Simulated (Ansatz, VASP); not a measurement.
**La2O3 in two plane-wave programs**

One calculation is typed for both programs; each brings its own data sets. How far apart do they land? The cell is taken from a series of runs on this material, whose earlier steps may have relaxed, scaled, displaced or heated it; both programs get it as it stands.

Calculated with Ansatz 0.2.0; plane waves, with VASP 6.6.1 beside it; LDA.

## (1) The starting structure

It takes space group P-3m1 (No. 164, trigonal). Conventional cell: a = 3.841 Å, b = 3.841 Å, c = 5.595 Å, α = 90.00°, β = 90.00°, γ = 120.00°. Nearest to O lie 4 La at 2.30 to 2.33 Å. Nearest to O lie 6 La at 2.58 Å. Nearest to La lie 7 O at 2.30 to 2.58 Å. Farther neighbours and most contacts between anions are not listed.

## (2) VASP: zone-centre phonons, LDA

Second derivatives magnify differences that forces hide, and they need a tight electronic threshold.

Lines of VASP's logs that name or quote its potential files are left out, and so is its time.

Input file INCAR:

```
SYSTEM = La2O3
PREC = Accurate
ENCUT = 600
EDIFF = 1E-08
NELM = 200
ISMEAR = 0
SIGMA = 0.01
LREAL = .FALSE.
ALGO = Normal
GGA = CA
NBANDS = 26
LASPH = .TRUE.
LORBIT = 11
LWAVE = .FALSE.
LCHARG = .FALSE.
ISIF = 2
IBRION = 8
LEPSILON = .TRUE.
GGA_COMPAT = .FALSE.
EFERMI = MIDGAP
LMAXMIX = 6
KPAR = 2
```

Input file POSCAR:

```
La2O3
1.0
    3.8411013055      0.0000000000      0.0000000000
   -1.9205506528      3.3264913091      0.0000000000
    0.0000000000      0.0000000000      5.5950605310
O La
3 2
Direct
    0.6666666667      0.3333333333      0.3468631911
    0.3333333333      0.6666666667      0.6531368089
    0.0000000000      0.0000000000      0.0000000000
    0.6666666667      0.3333333333      0.7638992642
    0.3333333333      0.6666666667      0.2361007358
```

Input file KPOINTS:

```
Automatic mesh
0
Gamma
9 9 4
0 0 0
```

The projector-augmented-wave data sets are O and La (LDA family, release 64).

Started as:

```
mpirun -np 2 vasp_std
```

Numbers of over 12 decimals in the logs are rounded to 6 here.

The program printed:

```text
[banner, memory and clock lines left out]
running    2 mpi-ranks, on    1 nodes
 distrk:  each k-point on    1 cores,    2 groups
 distr:  one band on    1 cores,    1 groups

 POSCAR found type information on POSCAR O La
 POSCAR found :  2 types and       5 ions
 LDA part: xc-table for (Slater(with rela. corr.)+CA(PZ))
 , standard interpolation
 POSCAR, INCAR and KPOINTS ok, starting setup
 FFT: planning ... GRIDC
 FFT: planning ... GRID_SOFT
 FFT: planning ... GRID
 WAVECAR not read
 entering main loop
       N       E                     dE             d eps       ncg     rms          rms(c)
DAV:   1     0.483222923127E+03    0.48322E+03   -0.17064E+04  2308   0.274E+03
DAV:   2     0.880197637871E+02   -0.39520E+03   -0.38340E+03  3076   0.401E+02
DAV:   3    -0.334281234225E+02   -0.12145E+03   -0.11887E+03  3862   0.217E+02
DAV:   4    -0.501925152551E+02   -0.16764E+02   -0.16737E+02  3908   0.844E+01
DAV:   5    -0.511270160163E+02   -0.93450E+00   -0.93394E+00  3848   0.227E+01    0.153E+01
DAV:   6    -0.458946351280E+02    0.52324E+01   -0.45284E+01  3568   0.417E+01    0.792E+00
DAV:   7    -0.457813063128E+02    0.11333E+00   -0.46435E+00  4392   0.219E+01    0.389E+00
DAV:   8    -0.457037897512E+02    0.77517E-01   -0.61234E-01  3968   0.678E+00    0.116E+00
DAV:   9    -0.456849206127E+02    0.18869E-01   -0.99055E-02  3936   0.250E+00    0.354E-01
DAV:  10    -0.456854688996E+02   -0.54829E-03   -0.21726E-02  3912   0.107E+00    0.153E-01
DAV:  11    -0.456857832758E+02   -0.31438E-03   -0.60553E-03  4232   0.589E-01    0.117E-01
DAV:  12    -0.456856020443E+02    0.18123E-03   -0.20172E-03  3632   0.286E-01    0.355E-02
DAV:  13    -0.456856319420E+02   -0.29898E-04   -0.61165E-04  3992   0.174E-01    0.322E-02
DAV:  14    -0.456856138469E+02    0.18095E-04   -0.12372E-04  4000   0.102E-01    0.716E-03
DAV:  15    -0.456856141740E+02   -0.32711E-06   -0.10137E-05  3456   0.223E-02    0.143E-03
DAV:  16    -0.456856142780E+02   -0.10404E-06   -0.11271E-06  4360   0.939E-03    0.779E-04
DAV:  17    -0.456856142694E+02    0.86520E-08   -0.10609E-07  3448   0.228E-03    0.221E-04
DAV:  18    -0.456856142703E+02   -0.90540E-09   -0.18882E-08  2320   0.142E-03
   1 F= -.45685614E+02 E0= -.45685614E+02  d E =0.000000E+00
 Linear response reoptimize wavefunctions to high precision
DAV:   1    -0.456856142705E+02   -0.24329E-09   -0.69388E-09  2736   0.127E-03
DAV:   2    -0.456856142706E+02   -0.11505E-09   -0.11786E-09  2200   0.512E-04
DAV:   3    -0.456856142707E+02   -0.34561E-10   -0.68727E-10  2144   0.506E-04
 Linear response G [H, r] |phi>, progress :
  Direction:   1
       N       E                     dE             d eps       ncg     rms
RMM:   1    -0.165281617756E+03   -0.16528E+03    0.52388E+02  3144   0.363E+02
RMM:   2    -0.126222064340E+03    0.39060E+02   -0.12923E+02  3759   0.111E+02
RMM:   3    -0.137577528264E+03   -0.11355E+02   -0.90321E+01  5241   0.395E+01
RMM:   4    -0.139643702555E+03   -0.20662E+01   -0.11869E+01  5697   0.154E+01
RMM:   5    -0.140447058504E+03   -0.80336E+00   -0.32025E+00  5870   0.734E+00
RMM:   6    -0.140708000807E+03   -0.26094E+00   -0.99082E-01  5871   0.427E+00
RMM:   7    -0.140790618311E+03   -0.82618E-01   -0.36022E-01  5836   0.240E+00
RMM:   8    -0.140822418033E+03   -0.31800E-01   -0.12530E-01  5578   0.151E+00
RMM:   9    -0.140833370263E+03   -0.10952E-01   -0.54923E-02  5532   0.922E-01
RMM:  10    -0.140837612985E+03   -0.42427E-02   -0.17439E-02  5408   0.605E-01
RMM:  11    -0.140839108883E+03   -0.14959E-02   -0.14171E-02  5312   0.418E-01
RMM:  12    -0.140839876846E+03   -0.76796E-03   -0.17846E-02  5190   0.308E-01
RMM:  13    -0.140840115066E+03   -0.23822E-03   -0.78719E-03  5102   0.248E-01
RMM:  14    -0.140840324346E+03   -0.20928E-03   -0.94598E-03  5004   0.211E-01
RMM:  15    -0.140840361686E+03   -0.37340E-04   -0.44012E-03  5015   0.189E-01
RMM:  16    -0.140840470467E+03   -0.10878E-03   -0.50542E-03  5015   0.178E-01
RMM:  17    -0.140840441413E+03    0.29054E-04   -0.25125E-03  4968   0.168E-01
RMM:  18    -0.140840467547E+03   -0.26134E-04   -0.22385E-03  5005   0.162E-01
RMM:  19    -0.140840447810E+03    0.19737E-04   -0.14390E-03  4996   0.161E-01
RMM:  20    -0.140840465640E+03   -0.17830E-04   -0.12060E-03  4976   0.158E-01
 Linear response G [H, r] |phi>, progress :
  Direction:   2
       N       E                     dE             d eps       ncg     rms
RMM:   1    -0.165951638636E+03   -0.16595E+03    0.51064E+02  3135   0.361E+02
RMM:   2    -0.125556360278E+03    0.40395E+02   -0.13148E+02  3757   0.111E+02
RMM:   3    -0.137764793728E+03   -0.12208E+02   -0.95727E+01  5286   0.398E+01
RMM:   4    -0.139776113493E+03   -0.20113E+01   -0.12701E+01  5725   0.160E+01
RMM:   5    -0.140590804476E+03   -0.81469E+00   -0.34295E+00  5931   0.767E+00
RMM:   6    -0.140851073888E+03   -0.26027E+00   -0.10591E+00  5865   0.446E+00
RMM:   7    -0.140937721585E+03   -0.86648E-01   -0.38310E-01  5873   0.257E+00
[...]
RMM:  27    -0.361356494913E+00    0.42915E-07   -0.60604E-07 11532   0.223E-03    0.222E-05
RMM:  28    -0.361356488839E+00    0.60744E-08   -0.56982E-07 11509   0.223E-03    0.194E-05
RMM:  29    -0.361356489531E+00   -0.69242E-09   -0.54127E-07 11483   0.224E-03    0.218E-05
 first order change of Fermi-energy  -0.30071E-04
[...]
RMM:   9    -0.369987079978E+00    0.15582E-05    0.12016E-06  5421   0.985E-03    0.662E-04
RMM:  10    -0.369990670975E+00   -0.35910E-05    0.33845E-06  5199   0.682E-03    0.436E-04
RMM:  11    -0.369989943503E+00    0.72747E-06    0.26542E-06  5502   0.450E-03    0.357E-04
RMM:  12    -0.369989721719E+00    0.22178E-06    0.19914E-06  4991   0.396E-03    0.190E-04
RMM:  13    -0.369989341807E+00    0.37991E-06    0.16263E-06  5037   0.329E-03    0.128E-04
RMM:  14    -0.369989356908E+00   -0.15101E-07    0.78447E-07  5066   0.291E-03    0.780E-05
RMM:  15    -0.369989442388E+00   -0.85480E-07    0.58221E-07  5037   0.267E-03    0.415E-05
RMM:  16    -0.369989301784E+00    0.14060E-06    0.19396E-07  5046   0.260E-03    0.179E-05
RMM:  17    -0.369989469553E+00   -0.16777E-06    0.12626E-07  5001   0.251E-03    0.259E-05
RMM:  18    -0.369989462281E+00    0.72723E-08    0.18835E-07  5023   0.247E-03    0.160E-05
RMM:  19    -0.369989486615E+00   -0.24335E-07    0.10872E-07  5000   0.243E-03    0.963E-06
RMM:  20    -0.369989486266E+00    0.34938E-09    0.10799E-07  5037   0.242E-03    0.609E-06
RMM:  21    -0.369989533287E+00   -0.47021E-07   -0.14172E-07  5013   0.242E-03    0.141E-06
RMM:  22    -0.369989503777E+00    0.29510E-07    0.93006E-08  5069   0.241E-03    0.471E-06
RMM:  23    -0.369989519571E+00   -0.15794E-07    0.42856E-08  5026   0.241E-03    0.299E-06
RMM:  24    -0.369989521643E+00   -0.20723E-08    0.74775E-09  5094   0.241E-03    0.544E-06
 first order change of Fermi-energy  -0.32995E-04
 force on displaced ion       3 direction 3 :   0.000  -0.000  -7.376
 Born effective charge ion    3 direction 3 :   0.000   0.000  -2.470
 Linear response progress:
  Degree of freedom:   5/  6
       N       E                     dE             d eps       ncg     rms          rms(c)
RMM:   1    -0.217060709283E+00   -0.21706E+00   -0.24319E+00 11857   0.500E+01
RMM:   2    -0.244894021019E+00   -0.27833E-01   -0.87067E-02 14277   0.272E+00    0.168E-01
RMM:   3    -0.249755083165E+00   -0.48611E-02   -0.30504E-02 20416   0.819E-01    0.114E-01
RMM:   4    -0.250601134070E+00   -0.84605E-03   -0.48432E-03 22153   0.330E-01    0.821E-02
RMM:   5    -0.251830287610E+00   -0.12292E-02   -0.14884E-03 20221   0.234E-01    0.106E-02
RMM:   6    -0.251930534294E+00   -0.10025E-03   -0.98286E-04 23477   0.122E-01    0.109E-02
RMM:   7    -0.251970345275E+00   -0.39811E-04   -0.39195E-04 23155   0.794E-02    0.108E-02
RMM:   8    -0.252092698526E+00   -0.12235E-03   -0.21218E-04 23063   0.520E-02    0.375E-03
RMM:   9    -0.252153829114E+00   -0.61131E-04   -0.12434E-04 21892   0.376E-02    0.348E-03
RMM:  10    -0.252202528374E+00   -0.48699E-04   -0.13576E-04 22587   0.262E-02    0.142E-03
RMM:  11    -0.252240408324E+00   -0.37880E-04   -0.11944E-04 21477   0.203E-02    0.158E-03
RMM:  12    -0.252209004576E+00    0.31404E-04   -0.96649E-05 21542   0.147E-02    0.151E-03
RMM:  13    -0.252216831882E+00   -0.78273E-05   -0.80217E-05 21428   0.116E-02    0.123E-03
RMM:  14    -0.252221106915E+00   -0.42750E-05   -0.67796E-05 20941   0.940E-03    0.121E-03
[...]
RMM:  25    -0.252247512288E+00   -0.17238E-05   -0.10902E-05 19356   0.442E-03    0.296E-05
RMM:  26    -0.252246856666E+00    0.65562E-06   -0.91783E-06 19352   0.440E-03    0.569E-05
RMM:  27    -0.252246950601E+00   -0.93935E-07   -0.80054E-06 19310   0.435E-03    0.664E-05
RMM:  28    -0.252246948117E+00    0.24844E-08   -0.71484E-06 19341   0.436E-03    0.823E-05
RMM:  29    -0.252246726251E+00    0.22187E-06   -0.61156E-06 19221   0.436E-03    0.115E-04
RMM:  30    -0.252246800874E+00   -0.74623E-07   -0.53677E-06 19352   0.436E-03    0.117E-04
RMM:  31    -0.252246919812E+00   -0.11894E-06   -0.46525E-06 19379   0.437E-03    0.113E-04
RMM:  32    -0.252246976728E+00   -0.56916E-07   -0.42041E-06 19415   0.437E-03    0.114E-04
 first order change of Fermi-energy   0.13427E-04
 force on displaced ion       4 direction 1 :  -9.231   0.000   0.000
 Born effective charge ion    4 direction 1 :   4.317   0.000   0.000
 Linear response progress:
  Degree of freedom:   6/  6
       N       E                     dE             d eps       ncg     rms          rms(c)
RMM:   1    -0.269397423689E+00   -0.26940E+00   -0.21593E+00  2978   0.483E+01
RMM:   2    -0.298741618523E+00   -0.29344E-01   -0.92340E-02  3609   0.313E+00    0.173E-01
RMM:   3    -0.304325382453E+00   -0.55838E-02   -0.35454E-02  4808   0.960E-01    0.130E-01
RMM:   4    -0.305159103925E+00   -0.83372E-03   -0.50914E-03  5286   0.373E-01    0.102E-01
RMM:   5    -0.306399326188E+00   -0.12402E-02   -0.21631E-03  4374   0.361E-01    0.292E-02
RMM:   6    -0.306508519300E+00   -0.10919E-03   -0.11962E-03  5692   0.152E-01    0.195E-02
RMM:   7    -0.306684649158E+00   -0.17613E-03   -0.52203E-04  5443   0.115E-01    0.202E-02
RMM:   8    -0.306751566266E+00   -0.66917E-04   -0.20142E-04  5487   0.735E-02    0.111E-02
RMM:   9    -0.306815103823E+00   -0.63538E-04   -0.11922E-04  5850   0.410E-02    0.851E-03
RMM:  10    -0.306899209748E+00   -0.84106E-04   -0.53834E-05  5205   0.343E-02    0.527E-03
RMM:  11    -0.306976812022E+00   -0.77602E-04   -0.30930E-05  5382   0.250E-02    0.278E-03
RMM:  12    -0.306952155787E+00    0.24656E-04   -0.14139E-05  5422   0.178E-02    0.128E-03
RMM:  13    -0.306958805761E+00   -0.66500E-05   -0.81046E-06  5572   0.121E-02    0.105E-03
RMM:  14    -0.306964082075E+00   -0.52763E-05   -0.50300E-06  5244   0.995E-03    0.973E-04
[...]
RMM:  28    -0.306978080803E+00   -0.27343E-06   -0.33791E-07  5115   0.480E-03    0.494E-05
RMM:  29    -0.306978335277E+00   -0.25447E-06   -0.49771E-07  5140   0.483E-03    0.241E-05
RMM:  30    -0.306978349417E+00   -0.14141E-07   -0.38494E-07  5132   0.483E-03    0.259E-05
RMM:  31    -0.306978403649E+00   -0.54232E-07   -0.48085E-07  5160   0.485E-03    0.265E-05
RMM:  32    -0.306978396111E+00    0.75380E-08   -0.44706E-07  5190   0.486E-03    0.315E-05
RMM:  33    -0.306978386358E+00    0.97533E-08   -0.36768E-07  5200   0.487E-03    0.352E-05
RMM:  34    -0.306978387812E+00   -0.14543E-08   -0.33506E-07  5241   0.488E-03    0.376E-05
RMM:  35    -0.306978420700E+00   -0.32888E-07   -0.39172E-07  5268   0.490E-03    0.363E-05
 first order change of Fermi-energy   0.31485E-01
 force on displaced ion       4 direction 3 :   0.000   0.000 -16.316
 Born effective charge ion    4 direction 3 :  -0.000   0.000   3.977
 Born effective charges drift removed
 Linear response finished
```

(Continued in part 2 of 3.)

[Lines on the potential files, build, host, timing and source positions are cut from VASP's logs without a mark.]

[Logs are printed without paths, hosts, clocks, repeated set-up lines and the standing remarks that a program may print on its own settings, such as how far it seeks lower states.]

[Hosts, paths, dates, database ids (printed as entryN), source tags and the programs' standing remarks are cut or masked in the printed files.]
